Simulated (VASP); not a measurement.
Take InAs (zinc blende), without spin-orbit terms, in VASP with PAW potentials, and its band gap.

Task: One run gives 0 (metallic) eV. Which level is it?
(A) r2SCAN (own cell)
(B) r2SCAN+rVV10 (own cell)
(C) LDA (own cell)

Result: C, LDA (own cell).  The others give 0.08 (r2SCAN (own cell)), 0.12 (r2SCAN+rVV10 (own cell)).

Only levels that ran to the end are used. Left out are those held back, those with too coarse a band path, GW runs whose mesh misses a band edge, hybrids' fits of cells that aren't cubic and levels without matching references; a question may draw on a part of the rest.

The compound is InAs in the zinc blende structure.
